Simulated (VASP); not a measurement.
Data:

```yaml
crystal:
  lattice:
    - [0.00000, 2.97140, 2.97140]
    - [2.97140, 0.00000, 2.97140]
    - [2.97140, 2.97140, 0.00000]
  atoms:
    - { symbol: Al, position: [0.25000, 0.25000, 0.25000] }
    - { symbol: Al, position: [0.75000, 0.75000, 0.75000] }
    - { symbol: Pt, position: [0.00000, 0.00000, 0.00000] }
```

The numbers are results of PBE GGA, VASP's PBE PAW potentials (set 64) (plane waves; VASP), not measurements. Run with 400 eV cut-off, 10×10×10 Γ-centred mesh, tetrahedra with Blöchl corrections, potentials Al Pt.

Unless said otherwise, spin-orbit coupling is left out, though it shifts the bands of the heavy elements here.

Q: What does the run give for the energy per atom (σ→0), band gap (on the k-mesh) with the smallest direct gap where there is one?

A: 
```yaml
band gap (on the k-mesh): none (metal, semimetal or under 0.01 eV)
energy per atom (σ→0): -5.418 eV/atom
```

Only differences to runs with the same potentials and settings are physical.

The compound is PtAl2 in the fluorite structure. It was relaxed first.
